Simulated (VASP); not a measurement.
# What spin-orbit coupling changes in NbCd3

Aim: run bands, DOS and a relaxation of NbCd3 twice, without and with spin-orbit coupling. All runs use LDA. Left out of this account: 1 further run (self-consistent run: a reference on another mesh). The start is a cell from a database of measured crystal structures.

Program: VASP 6.6.1. Level of theory: LDA; plane waves and PAW (Nb_sv, Cd), in the first sound run; inputs show where later runs differ. Results are calculated unless marked as measured.

## Step 1: Starting point

The structure is cubic, space group Pm-3m (No. 221). The conventional cell has a = 4.215 Å, b = 4.215 Å, c = 4.215 Å, α = 90.00°, β = 90.00°, γ = 90.00°. Nearest to Nb lie 12 Cd at 2.98 Å. Nearest to Cd lie 4 Nb at 2.98 Å and 8 Cd at 2.98 Å. Farther neighbours are not listed.

## Step 2: Band structure (LDA)

Levels along the symmetry lines show where the bands peak and cross; KPOINTS_OPT computes them in the converged potential. LDA, the lowest rung, knows the local density alone.

INCAR

```
SYSTEM = NbCd3
PREC = Accurate
ENCUT = 400
EDIFF = 1E-06
NELM = 100
ISMEAR = -1
SIGMA = 0.05
LREAL = .FALSE.
ALGO = Normal
GGA = CA
NBANDS = 38
LASPH = .TRUE.
LORBIT = 11
LWAVE = .FALSE.
LCHARG = .FALSE.
KPAR = 4
```

POSCAR

```
NbCd3
1.0
    4.2150000000      0.0000000000      0.0000000000
    0.0000000000      4.2150000000      0.0000000000
    0.0000000000      0.0000000000      4.2150000000
Nb Cd
1 3
Direct
    0.0000000000      0.0000000000      0.0000000000
    0.0000000000      0.5000000000      0.5000000000
    0.5000000000      0.0000000000      0.5000000000
    0.5000000000      0.5000000000      0.0000000000
```

KPOINTS

```
Automatic mesh
0
Gamma
6 6 6
0 0 0
```

KPOINTS_OPT

```
Line mode
16
Line-mode
Reciprocal
  0.00000000   0.00000000   0.00000000 GAMMA
  0.00000000   0.50000000   0.00000000 X

  0.00000000   0.50000000   0.00000000 X
  0.50000000   0.50000000   0.00000000 M

  0.50000000   0.50000000   0.00000000 M
  0.00000000   0.00000000   0.00000000 GAMMA

  0.00000000   0.00000000   0.00000000 GAMMA
  0.50000000   0.50000000   0.50000000 R

  0.50000000   0.50000000   0.50000000 R
  0.00000000   0.50000000   0.00000000 X

  0.50000000   0.50000000   0.00000000 M
  0.50000000   0.50000000   0.50000000 R
```

The projector-augmented-wave data sets are Nb_sv and Cd (LDA family, release 64).

Launch:

```
> mpirun -np 4 vasp_std
```

The log of the run:

```text
[banner, memory and clock lines left out]
running    4 mpi-ranks, on    1 nodes
 distrk:  each k-point on    1 cores,    4 groups
 distr:  one band on    1 cores,    1 groups

 POSCAR found type information on POSCAR NbCd
 POSCAR found :  2 types and       4 ions
 LDA part: xc-table for (Slater(with rela. corr.)+CA(PZ))
 , standard interpolation
 POSCAR, INCAR and KPOINTS ok, starting setup
 FFT: planning ... GRIDC
 FFT: planning ... GRID_SOFT
 FFT: planning ... GRID
 WAVECAR not read
 entering main loop
       N       E                     dE             d eps       ncg     rms          rms(c)
DAV:   1     0.419067241592E+03    0.41907E+03   -0.21570E+04  1520   0.109E+03
DAV:   2     0.130835542774E+00   -0.41894E+03   -0.39946E+03  1644   0.389E+02
DAV:   3    -0.157799905230E+02   -0.15911E+02   -0.15559E+02  2070   0.796E+01
DAV:   4    -0.163419160641E+02   -0.56193E+00   -0.55607E+00  2268   0.116E+01
DAV:   5    -0.163499666829E+02   -0.80506E-02   -0.80494E-02  1924   0.128E+00    0.101E+01
DAV:   6    -0.155941904281E+02    0.75578E+00   -0.13342E+00  2046   0.989E+00    0.632E+00
DAV:   7    -0.154933201899E+02    0.10087E+00   -0.17563E-01  1770   0.283E+00    0.385E+00
DAV:   8    -0.154721907020E+02    0.21129E-01   -0.53441E-02  2074   0.184E+00    0.643E-01
DAV:   9    -0.154695446244E+02    0.26461E-02   -0.54580E-03  1984   0.575E-01    0.187E-01
DAV:  10    -0.154694812512E+02    0.63373E-04   -0.75380E-04  1862   0.178E-01    0.585E-02
DAV:  11    -0.154694738218E+02    0.74293E-05   -0.40014E-05  1866   0.491E-02    0.198E-02
DAV:  12    -0.154694733585E+02    0.46332E-06   -0.41652E-06  1910   0.130E-02
   1 F= -.15469473E+02 E0= -.15459375E+02  d E =-.201960E-01
 Start KPOINTS_OPT (optional k-point list driver)
k-point batch [1-20\96]
       N       E                     dE             ncg
DAV:   1     0.202146142174E+04   -0.93776E+04     1520
DAV:   2    -0.627697586512E+04   -0.82984E+04     1656
DAV:   3    -0.660118450269E+04   -0.32421E+03     2046
DAV:   4    -0.661160912924E+04   -0.10425E+02     2278
DAV:   5    -0.661179098101E+04   -0.18185E+00     1886
DAV:   6    -0.661180049668E+04   -0.95157E-02     2214
DAV:   7    -0.661180060757E+04   -0.11089E-03     1716
DAV:   8    -0.661180061028E+04   -0.27132E-05     1492
DAV:   9    -0.661180061040E+04   -0.11977E-06     1078
[...]
k-point batch [81-96\96]
       N       E                     dE             ncg
DAV:   1     0.547638454685E+04   -0.21448E+05     1216
DAV:   2    -0.121836477092E+04   -0.66947E+04     1310
DAV:   3    -0.146807295334E+04   -0.24971E+03     1738
DAV:   4    -0.147443942134E+04   -0.63665E+01     1708
DAV:   5    -0.147454020793E+04   -0.10079E+00     1580
DAV:   6    -0.147454196117E+04   -0.17532E-02     1690
DAV:   7    -0.147454198925E+04   -0.28076E-04     1490
DAV:   8    -0.147454198955E+04   -0.29940E-06     1068
```

The job ended after 12 s (4 MPI ranks of AMD EPYC 9R45, shared host; peak memory 0.65 GiB).

The logs omit lines about the potential files and the build; timing stands in the text.

From OUTCAR (step 2):

```text
ion  position               nearest neighbor table
   1  0.000  0.000  0.000-   2 2.98   3 2.98   4 2.98   2 2.98   3 2.98   2 2.98   4 2.98   2 2.98
                             3 2.98   4 2.98   3 2.98   4 2.98
   2  0.000  0.500  0.500-   1 2.98   3 2.98   4 2.98   1 2.98   4 2.98   1 2.98   3 2.98   1 2.98
                             3 2.98   4 2.98   4 2.98   3 2.98
   3  0.500  0.000  0.500-   1 2.98   2 2.98   4 2.98   1 2.98   4 2.98   2 2.98   4 2.98   4 2.98
                             1 2.98   2 2.98   1 2.98   2 2.98
   4  0.500  0.500  0.000-   1 2.98   2 2.98   3 2.98   2 2.98   3 2.98   1 2.98   3 2.98   3 2.98
                             1 2.98   2 2.98   2 2.98   1 2.98

  LATTYP: Found a simple cubic cell.
 ALAT       =     4.2150000000

 Subroutine GETGRP returns: Found 48 space group operations
 (whereof 48 operations were pure point group operations)

The static configuration has the point symmetry O_h .

 Found     20 irreducible k-points:

   k-points           NKPTS =     20   k-points in BZ     NKDIM =     20   number of bands    NBANDS=     38

   dimension x,y,z NGX =    28 NGY =   28 NGZ =   28
   dimension x,y,z NGXF=    56 NGYF=   56 NGZF=   56

   ENCUT  =  400.0 eV  29.40 Ry    5.42 a.u.   6.87  6.87  6.87*2*pi/ulx,y,z

   NELECT =      49.0000    total number of electrons

 k-points in reciprocal lattice and weights: Automatic mesh
   0.00000000  0.00000000  0.00000000       0.005
   0.16666667  0.00000000  0.00000000       0.028
   0.33333333  0.00000000  0.00000000       0.028
   0.50000000  0.00000000  0.00000000       0.014
   0.16666667  0.16666667  0.00000000       0.056
   0.33333333  0.16666667  0.00000000       0.111
   0.50000000  0.16666667  0.00000000       0.056
   0.33333333  0.33333333  0.00000000       0.056
   0.50000000  0.33333333  0.00000000       0.056
[...]
0.50000000  0.50000000  0.33333333       0.028
   0.50000000  0.50000000  0.50000000       0.005

 average (electrostatic) potential at core
       1 -83.4202       2 -37.3381       3 -37.3381       4 -37.3381

 E-fermi :   5.0765

 k-point     1 :       0.0000    0.0000    0.0000
  band No.  band energies     occupation
    ...
     18      -2.4567      2.00000
     19      -2.4567      2.00000
     20      -2.4567      2.00000
     21       4.1151      2.00000
     22       4.1151      2.00000
     23       5.2512      0.05891
     24       5.2512      0.05891
     25       5.2512      0.05891
     26       6.3526      0.00000
     27       6.3526      0.00000
    ...

 k-point     2 :       0.1667    0.0000    0.0000
  band No.  band energies     occupation
    ...
     20      -2.4566      2.00000
     21       2.8449      2.00000
     22       4.1421      2.00000
     23       4.8592      1.97440
     24       4.8592      1.97440
     25       5.5651      0.00011
     26       6.3313      0.00000
     27       6.9518      0.00000
     28       6.9518      0.00000
     29       9.9116      0.00000
    ...

 k-point     3 :       0.3333    0.0000    0.0000
  band No.  band energies     occupation
    ...
     20      -2.4310      2.00000
     21       0.8124      2.00000
     22       4.2068      2.00000
     23       4.3528      2.00000
     24       4.3528      2.00000
     25       5.9058      0.00000
     26       6.2892      0.00000
     27       8.1761      0.00000
     28       8.1761      0.00000
     29       8.7097      0.00000
    ...

  Total       -1.2016197     -1.2016197     -1.2016197     -0.0000000      0.0000000     -0.0000000
  in kB      -25.7089828    -25.7089828    -25.7089828     -0.0000000      0.0000000     -0.0000000
  external PRESSURE =     -25.7089828 kB  Pullay stress =       0.0000000 kB

  energy-cutoff  :      400.00
  volume of cell :       74.88
      direct lattice vectors                 reciprocal lattice vectors
     4.215000000  0.000000000  0.000000000     0.237247924  0.000000000  0.000000000
     0.000000000  4.215000000  0.000000000     0.000000000  0.237247924  0.000000000
     0.000000000  0.000000000  4.215000000     0.000000000  0.000000000  0.237247924

 POSITION                                       TOTAL-FORCE (eV/Angst)
 -----------------------------------------------------------------------------------
      0.00000      0.00000      0.00000         0.000000      0.000000      0.000000
      0.00000      2.10750      2.10750         0.000000      0.000000      0.000000
      2.10750      0.00000      2.10750         0.000000      0.000000      0.000000
      2.10750      2.10750      0.00000         0.000000      0.000000      0.000000
 -----------------------------------------------------------------------------------
    total drift:                                0.000000      0.000000      0.000000

  FREE ENERGIE OF THE ION-ELECTRON SYSTEM (eV)
  ---------------------------------------------------
  free  energy   TOTEN  =       -15.4694733585 eV

  energy  without entropy=      -15.4492773518  energy(sigma->0) =      -15.45937536

 total charge
# of ion       s       p       d       tot
------------------------------------------
    1        2.125   5.967   2.494  10.586
    2        0.562   0.429   9.455  10.445
    3        0.562   0.429   9.455  10.445
    4        0.562   0.429   9.455  10.445
--------------------------------------------------
tot          3.809   7.255  30.858  41.923

[... 3 further parts left out ...]
```

This run has no spin polarisation. Its electron count is odd, so without a moment it is a metal by construction. The k-mesh is coarse for a metal. Spin-orbit coupling is off here; it would split degenerate levels. At this level the cell is under a tension of 2.6 GPa, so at these settings it is away from equilibrium.

Numbers from this step:

```yaml
scf_cycles: 12
electrons: 49
bands: 38
irreducible_k_points: 20
symmetry_operations: 48
free_energy_toten: -15.47 eV
energy_at_zero_smearing: -15.46 eV
fermi_energy: 5.077 eV
pressure: -2.571 GPa
metallic: yes
```

Electronic bands along the path, in eV, zero at the Fermi level; # counts the bands kept, so #1 is VASP's band 6:

```csv
point,#16,#17,#18,#19,#20,#21,#22,#23
Γ,-0.96,-0.96,0.17,0.17,0.17,1.28,1.28,1.28
0.47 of the way,-3.04,-0.91,-0.44,-0.44,0.63,1.24,2.32,2.32
X,-5.97,-0.93,-0.93,-0.83,1.01,1.19,3.16,4.25
0.47 of the way,-5.24,-1.91,-1.19,-0.67,0.34,1.11,2.35,2.85
M,-3.22,-3.22,-3.20,-0.35,-0.35,1.10,1.82,2.18
0.47 of the way,-3.15,-2.73,-0.74,-0.42,0.31,1.17,1.69,3.76
Γ,-0.96,-0.96,0.17,0.17,0.17,1.28,1.28,1.28
0.47 of the way,-2.32,-2.32,-2.16,-0.38,-0.38,2.06,2.08,2.08
R,-2.45,-2.45,-2.42,-1.21,-1.21,-1.21,1.50,1.50
0.47 of the way,-4.25,-2.03,-1.15,-1.06,-0.84,1.30,1.33,2.73
X,-5.97,-0.93,-0.93,-0.83,1.01,1.19,3.16,4.25
jump to M,-3.22,-3.22,-3.20,-0.35,-0.35,1.10,1.82,2.18
0.47 of the way,-2.98,-2.98,-2.51,-0.60,-0.60,0.60,1.27,1.85
R,-2.45,-2.45,-2.42,-1.21,-1.21,-1.21,1.50,1.50
```

Of the projections kept (Nb, Cd), the largest for each band there; the rest of the weight can lie on other orbitals:

```csv
point,#16,#17,#18,#19,#20,#21,#22,#23
Γ,Nb 0.59,Nb 0.59,Cd 0.91,Cd 0.91,Cd 0.91,Nb 0.90,Nb 0.90,Nb 0.90
X,Cd 0.83,Nb 0.73,Nb 0.73,Nb 0.77,Nb 0.96,Nb 0.91,Cd 1.00,Cd 0.85
M,Cd 0.94,Cd 0.94,Nb 0.50,Nb 0.82,Nb 0.82,Nb 0.98,Nb 0.87,Nb 0.78
Γ,Nb 0.59,Nb 0.59,Cd 0.91,Cd 0.91,Cd 0.91,Nb 0.90,Nb 0.90,Nb 0.90
R,Cd 0.68,Cd 0.68,Cd 1.00,Cd 0.83,Cd 0.83,Cd 0.83,Nb 0.97,Nb 0.97
X,Cd 0.83,Nb 0.73,Nb 0.73,Nb 0.77,Nb 0.96,Nb 0.91,Cd 1.00,Cd 0.85
```

There is no gap at this level.

(Part 1 of 4 ends here.)

[Lines on the potential files, build, host, timing and source positions are cut from VASP's logs without a mark.]

[Logs are printed without paths, hosts, clocks, repeated set-up lines and the standing remarks that a program may print on its own settings, such as how far it seeks lower states.]

[Hosts, paths, dates, database ids (printed as entryN), source tags and the programs' standing remarks are cut or masked in the printed files.]

[A measured line is paired with the nearest computed mode of its activity, which favours agreement.]
